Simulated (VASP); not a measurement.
# LiTi in VASP: notebook

The runs below take LiTi through relaxation of the atoms, with PBE+D3, PBE+D3(BJ), PBE+D4, PBE+TS.

Program: VASP 6.6.1. These are calculated values, not measurements. Logs are shortened: lines on timing, memory, paths and dates and some standing lists are left out, and cuts for length are marked.

## 1. The structure

The cell holds a sheet with vacuum, 2 atoms: a = 3.639 Å, b = 3.639 Å, c = 23.800 Å, α = 90.00°, β = 90.00°, γ = 90.00°.

The cell was built by a generator and needn't be a form met in nature.

## 2. Relaxation of the atoms, PBE+D3

File INCAR:

```
SYSTEM = LiTi
PREC = Accurate
ENCUT = 520
EDIFF = 1E-7
ISMEAR = -1
SIGMA = 0.05
LREAL = .FALSE.
LASPH = .TRUE.
NELM = 60
ALGO = Normal
ISIF = 2
LWAVE = .FALSE.
LCHARG = .FALSE.
LDIPOL = .TRUE.
IDIPOL = 3
DIPOL = 0.5 0.5 0.294
GGA = PE
IVDW = 11
IBRION = 2
NSW = 40
EDIFFG = -0.01
```

File KPOINTS:

```
regular mesh
0
G
  7 7 1
  0 0 0
```

File POSCAR:

```
LiTi
1.0
    3.6389800000      0.0000000000      0.0000000000
    0.0000000000      3.6389800000      0.0000000000
    0.0000000000      0.0000000000     23.8000000000
Li Ti
1 1
Selective dynamics
Direct
    0.0000000000      0.0000000000      0.2941200000  F F F
    0.5000000000      0.5000000000      0.2941200000  T T T
```

Potentials or basis: VASP PAW PBE potentials, release 64 (Li_sv, Ti_sv).

Started as:

```bash
$ cat potpaw_PBE.64/Li_sv/POTCAR potpaw_PBE.64/Ti_sv/POTCAR > POTCAR
$ mpirun -np 1 vasp_std > vasp.out
```

OUTCAR:

```text
SYSTEM = LiTi
   PREC = Accurate
   ENCUT = 520
   EDIFF = 1E-7
   ISMEAR = -1
   LREAL = .FALSE.
   LASPH = .TRUE.
   NELM = 60
   ISIF = 2
   GGA = PE
   IVDW = 11
   IBRION = 2
   NSW = 40
   EDIFFG = -0.01
 IVDW          = 11

 ion  position               nearest neighbor table
   1  0.000  0.000  0.294-   2 2.57   2 2.57   2 2.57   2 2.57
   2  0.500  0.500  0.294-   1 2.57   1 2.57   1 2.57   1 2.57

  LATTYP: Found a simple tetragonal cell.
 ALAT       =     3.6389800000
 C/A-ratio  =     6.5402942583

  Lattice vectors:

 A1 = (   3.6389800000,   0.0000000000,   0.0000000000)
 A2 = (   0.0000000000,   3.6389800000,   0.0000000000)
 A3 = (   0.0000000000,   0.0000000000,  23.8000000000)

Analysis of symmetry for initial positions (statically):
=====================================================================
 Subroutine PRICEL returns:
 Original cell was already a primitive cell.

 Routine SETGRP: Setting up the symmetry group for a
 simple tetragonal supercell.

 Subroutine GETGRP returns: Found 16 space group operations
 (whereof  8 operations were pure point group operations)
 out of a pool of 16 trial point group operations.

The static configuration has the point symmetry C_4v.
 The point group associated with its full space group is D_4h.

Analysis of symmetry for dynamics (positions and initial velocities):
=====================================================================
 Subroutine PRICEL returns:
 Original cell was already a primitive cell.

 Routine SETGRP: Setting up the symmetry group for a
 simple tetragonal supercell.

 Subroutine GETGRP returns: Found 16 space group operations
 (whereof  8 operations were pure point group operations)
 out of a pool of 16 trial point group operations.

The dynamic configuration has the point symmetry C_4v.
 The point group associated with its full space group is D_4h.

Analysis of constrained symmetry for selective dynamics:
=====================================================================
 Subroutine PRICEL returns:
 Original cell was already a primitive cell.

 Routine SETGRP: Setting up the symmetry group for a
 simple tetragonal supercell.

 Subroutine GETGRP returns: Found 16 space group operations
 (whereof  8 operations were pure point group operations)
 out of a pool of 16 trial point group operations.

The constrained configuration has the point symmetry C_4v.
 The point group associated with its full space group is D_4h.

 Subroutine INISYM returns: Found 16 space group operations
 (whereof  8 operations are pure point group operations),
 and found     1 'primitive' translations

----------------------------------------------------------------------------------------

                                     Primitive cell

  volume of cell :     315.1638

  direct lattice vectors                    reciprocal lattice vectors
     3.638980000  0.000000000  0.000000000     0.274802280  0.000000000  0.000000000
     0.000000000  3.638980000  0.000000000     0.000000000  0.274802280  0.000000000
     0.000000000  0.000000000 23.800000000     0.000000000  0.000000000  0.042016807

  length of vectors
     3.638980000  3.638980000 23.800000000     0.274802280  0.274802280  0.042016807

  position of ions in fractional coordinates (direct lattice)
     0.000000000  0.000000000  0.294120000
     0.500000000  0.500000000  0.294120000

  ion indices of the primitive-cell ions
   primitive index   ion index
                 1           1
                 2           2

----------------------------------------------------------------------------------------

 KPOINTS: regular mesh

Automatic generation of k-mesh.
 Grid dimensions read from file:
 generate k-points for:    7    7    1

 Generating k-lattice:

  Cartesian coordinates                     Fractional coordinates (reciprocal lattice)
     0.039257469  0.000000000  0.000000000     0.142857143  0.000000000  0.000000000
     0.000000000  0.039257469  0.000000000     0.000000000  0.142857143  0.000000000
     0.000000000  0.000000000  0.042016807     0.000000000  0.000000000  1.000000000

  Length of vectors
     0.039257469  0.039257469  0.042016807

  Shift w.r.t. Gamma in fractional coordinates (k-lattice)
     0.000000000  0.000000000  0.000000000

 Subroutine IBZKPT returns following result:
 ===========================================

 Found     10 irreducible k-points:

 Following reciprocal coordinates:
            Coordinates               Weight
  0.000000  0.000000  0.000000      1.000000
  0.142857  0.000000  0.000000      4.000000
  0.285714  0.000000  0.000000      4.000000
  0.428571  0.000000  0.000000      4.000000
  0.142857  0.142857  0.000000      4.000000
  0.285714  0.142857  0.000000      8.000000
  0.428571  0.142857  0.000000      8.000000
  0.285714  0.285714  0.000000      4.000000
  0.428571  0.285714  0.000000      8.000000
  0.428571  0.428571  0.000000      4.000000
   k-points           NKPTS =     10   k-points in BZ     NKDIM =     10   number of bands    NBANDS=     11
   number of dos      NEDOS =    301   number of ions     NIONS =      2
   total plane-waves  NPLWV = 141120
   dimension x,y,z NGX =    28 NGY =   28 NGZ =  180
   dimension x,y,z NGXF=    56 NGYF=   56 NGZF=  360
   ions per type =               1   1
   NGX,Y,Z   is equivalent  to a cutoff of  12.79, 12.79, 12.57 a.u.
   NGXF,Y,Z  is equivalent  to a cutoff of  25.58, 25.58, 25.15 a.u.
 SYSTEM =  LiTi
   PREC   = accura    normal or accurate (medium, high low for compatibility)
   ISTART =      0    job   : 0-new  1-cont  2-samecut
   ICHARG =      2    charge: 1-file 2-atom 10-const
   ISPIN  =      1    spin polarized calculation?
   LNONCOLLINEAR =      F non collinear calculations
   LSORBIT =      F    spin-orbit coupling
   LASPH  =      T    aspherical Exc in radial PAW
   ENCUT  =  520.0 eV  38.22 Ry    6.18 a.u.   6.77  6.77 44.25*2*pi/ulx,y,z
   NELM   =     60;   NELMIN=  2; NELMDL= -5     # of ELM steps
   EDIFF  = 0.1E-06   stopping-criterion for ELM
   LREAL  =      F    real-space projection
   EDIFFG = -.1E-01   stopping-criterion for IOM
   NSW    =     40    number of steps for IOM
   IBRION =      2    ionic relax: 0-MD 1-quasi-New 2-CG
   NFREE  =      1    steps in history (QN), initial steepest desc. (CG)
   ISIF   =      2    stress and relaxation
   ISYM   =      2    0-nonsym 1-usesym 2-fastsym
   POTIM  = 0.5000    time-step for ionic-motion
   TEBEG  =    0.0;   TEEND  =   0.0 temperature during run
   PSTRESS=    0.0 pullay stress
   NELECT =      15.0000    total number of electrons
   NUPDOWN=      -1.0000    fix difference up-down
   EMIN   =  10.00;   EMAX   =-10.00  energy-range for DOS
   EFERMI =   0.00;   METHOD = LEGACY
   ISMEAR =    -1;   SIGMA  =   0.05  broadening in eV -4-tet -1-fermi 0-gaus
   EFERMI_NEDOS =   21; number of points for ismear=-14 and -15
   IALGO  =     38    algorithm
   IMIX   =      4    mixing-type and parameters
     AMIX     =   0.40;   BMIX     =  1.00
     AMIX_MAG =   1.60;   BMIX_MAG =  1.00
  volume/ion in A,a.u.               =     157.58      1063.42
  Fermi-wavevector in a.u.,A,eV,Ry     =   0.593280  1.121137  4.788997  0.351981
  Thomas-Fermi vector in A             =   1.642418
   LORBIT       =      0    0 simple, 1 ext, 2 COOP (PROOUT), +10 PAW based schemes
   GGA     = PE    functional components
   LHFCALC =     F    Hartree Fock is set to
   AEXX    =    0.0000 exact exchange contribution
   IVDW    =    11    specifies the selected vdW correction
   LEPSILON=     F    determine dielectric tensor
   LRPA    =     F    only Hartree local field effects (RPA)
 conjugate gradient relaxation of ions
 non-spin polarized calculation
  energy-cutoff  :      520.00
  volume of cell :      315.16
 maximum number of plane-waves:      8534
 NGX is ok and might be reduce to    28
   NGX = 13   NGY = 13   NGZ = 89

 dipolmoment           0.000000      0.000000     -0.000003 electrons x Angstroem

 number of electron      14.9999992 magnetization

 dipolmoment           0.000000      0.000000      0.000001 electrons x Angstroem

 Free energy of the ion-electron system (eV)
  ---------------------------------------------------
  ext. energy  EPLUGINS =         0.00000000
  ---------------------------------------------------
  free energy    TOTEN  =        -5.40391472 eV

  energy without entropy =       -5.34350572  energy(sigma->0) =       -5.37371022

 E-fermi :  -3.0446     XC(G=0):  -1.8156

 val. band max:       -3.0525386870   @ k =   0.1429   0.0000   0.0000
 cond. band min:      -2.9798007631   @ k =   0.4286   0.0000   0.0000
 fundamental gap:      0.0727379239
 Fermi energy:        -3.0446290444

 k-point     1 :       0.0000    0.0000    0.0000
  band No.  band energies     occupation
      1     -60.4259      2.00000
      2     -49.0049      2.00000
      3     -36.9975      2.00000
      4     -36.5155      2.00000
      5     -36.5155      2.00000
      6      -6.1948      2.00000
      7      -3.3620      1.99650
      8      -2.8990      0.10306
      9      -2.7714      0.00843
     10      -2.1727      0.00000
     11      -2.1727      0.00000

 k-point     2 :       0.1429    0.0000    0.0000
  band No.  band energies     occupation
      1     -60.4254      2.00000
      2     -49.0050      2.00000
      3     -36.9969      2.00000
      4     -36.5215      2.00000
      5     -36.5148      2.00000
      6      -5.9901      2.00000
      7      -3.3322      1.99366
      8      -3.0525      1.07893
      9      -2.7130      0.00263
     10      -2.1557      0.00000
     11      -2.0344      0.00000

 k-point     3 :       0.2857    0.0000    0.0000
  band No.  band energies     occupation
      1     -60.4244      2.00000
      2     -49.0053      2.00000
      3     -36.9957      2.00000
      4     -36.5351      2.00000
      5     -36.5134      2.00000
      6      -5.4653      2.00000
      7      -3.2842      1.98353
      8      -3.2363      1.95761
      9      -2.5537      0.00011
     10      -2.4412      0.00001
     11      -2.1170      0.00000

 k-point     4 :       0.4286    0.0000    0.0000
  band No.  band energies     occupation
      1     -60.4236      2.00000
      2     -49.0056      2.00000
      3     -36.9947      2.00000
      4     -36.5459      2.00000
      5     -36.5122      2.00000
      6      -4.9597      2.00000
      7      -3.4294      1.99909
      8      -2.9798      0.42949
      9      -2.7101      0.00248
     10      -2.4419      0.00001
     11      -2.0857      0.00000

 k-point     5 :       0.1429    0.1429    0.0000
  band No.  band energies     occupation
      1     -60.4250      2.00000
      2     -49.0051      2.00000
      3     -36.9964      2.00000
      4     -36.5216      2.00000
      5     -36.5204      2.00000
      6      -5.7731      2.00000
      7      -3.2878      1.98468
      8      -3.0870      1.40034
      9      -2.6693      0.00110
     10      -2.3123      0.00000
     11      -2.2288      0.00000

 k-point     6 :       0.2857    0.1429    0.0000
  band No.  band energies     occupation
      1     -60.4240      2.00000
      2     -49.0052      2.00000
      3     -36.9951      2.00000
      4     -36.5350      2.00000
      5     -36.5199      2.00000
      6      -5.2111      2.00000
      7      -3.2168      1.93801
      8      -3.1721      1.85510
      9      -2.6151      0.00037
     10      -2.4999      0.00004
     11      -2.3463      0.00000

 k-point     7 :       0.4286    0.1429    0.0000
  band No.  band energies     occupation
      1     -60.4232      2.00000
      2     -49.0053      2.00000
      3     -36.9941      2.00000
      4     -36.5460      2.00000
      5     -36.5190      2.00000
      6      -4.6596      2.00000
      7      -3.3381      1.99437
      8      -3.0644      1.19479
      9      -2.6409      0.00062
     10      -2.4041      0.00001
     11      -2.3006      0.00000

 k-point     8 :       0.2857    0.2857    0.0000
  band No.  band energies     occupation
      1     -60.4231      2.00000
      2     -49.0049      2.00000
      3     -36.9939      2.00000
      4     -36.5356      2.00000
      5     -36.5336      2.00000
      6      -4.5325      2.00000
      7      -3.1024      1.52126
      8      -2.9775      0.41443
      9      -2.9152      0.13972
     10      -2.6212      0.00042
     11      -2.4158      0.00001

 k-point     9 :       0.4286    0.2857    0.0000
  band No.  band energies     occupation
      1     -60.4223      2.00000
      2     -49.0047      2.00000
      3     -36.9929      2.00000
      4     -36.5463      2.00000
      5     -36.5343      2.00000
      6      -3.8196      2.00000
      7      -3.2037      1.92023
      8      -3.1182      1.62658
      9      -2.6546      0.00082
     10      -2.5015      0.00004
     11      -2.3228      0.00000

 k-point    10 :       0.4286    0.4286    0.0000
  band No.  band energies     occupation
      1     -60.4216      2.00000
      2     -49.0042      2.00000
      3     -36.9920      2.00000
      4     -36.5467      2.00000
      5     -36.5463      2.00000
      6      -3.3795      1.99754
      7      -2.9353      0.20200
      8      -2.8631      0.05168
      9      -2.6096      0.00033
     10      -2.3437      0.00000
     11      -2.2482      0.00000

------------------------ aborting loop because EDIFF is reached ----------------------------------------

 vacuum level on the upper side and lower side of the slab       (xc-potential included)        -0.008        -0.008

 Edisp (eV)   -0.13922

 E8    (eV) :    -0.0903

  FORCE on cell =-STRESS in cart. coord.  units (eV):
  Direction    XX          YY          ZZ          XY          YZ          ZX
  --------------------------------------------------------------------------------------
  -------------------------------------------------------------------------------------
  Total      -0.10188    -0.10188    -0.02641     0.00000     0.00000     0.00000
  in kB      -0.51792    -0.51792    -0.13424     0.00000     0.00000     0.00000
  external pressure =       -0.39 kB  Pullay stress =        0.00 kB

 VOLUME and BASIS-vectors are now :
 -----------------------------------------------------------------------------
  energy-cutoff  :      520.00
  volume of cell :      315.16
      direct lattice vectors                 reciprocal lattice vectors
     3.638980000  0.000000000  0.000000000     0.274802280  0.000000000  0.000000000
     0.000000000  3.638980000  0.000000000     0.000000000  0.274802280  0.000000000
     0.000000000  0.000000000 23.800000000     0.000000000  0.000000000  0.042016807

 POSITION                                       TOTAL-FORCE (eV/Angst)
 -----------------------------------------------------------------------------------
      0.00000      0.00000      7.00006         0.000000     -0.000000      0.000000
      1.81949      1.81949      7.00006         0.000000      0.000000     -0.000000
 -----------------------------------------------------------------------------------
    total drift:                                0.000000      0.000000      0.000059

  FREE ENERGIE OF THE ION-ELECTRON SYSTEM (eV)
  ---------------------------------------------------
  free  energy   TOTEN  =        -5.5431378539 eV

  energy  without entropy=       -5.4827288519  energy(sigma->0) =       -5.51293335

 reached required accuracy - stopping structural energy minimisation

 vacuum level on the upper side and lower side of the slab         1.066         1.066
```

It took 58 s on 1 thread of Intel Xeon Platinum 8375C at 2.90GHz (Ice Lake), shared host; peak memory 0.38 GiB.

What came out:

```yaml
Free_energy: -5.5431 eV
Band_gap_on_the_k_mesh: none (metal or under the smearing width)
Dispersion_energy_per_atom: -0.070 eV
```

Final structure:
```
CELL_PARAMETERS angstrom
3.63898 0.00000 0.00000
0.00000 3.63898 0.00000
0.00000 0.00000 23.80000
ATOMIC_POSITIONS crystal
Li 0.00000 0.00000 0.29412
Ti 0.50000 0.50000 0.29412
```

Caveat: the cutoff is under 1.25 times the usual one of these potentials, so pressure, stress and relaxed cells hold a basis-set (Pulay) error; the relaxation stopped at its first step, so nothing moved.

(Part 1 of 2 ends here.)
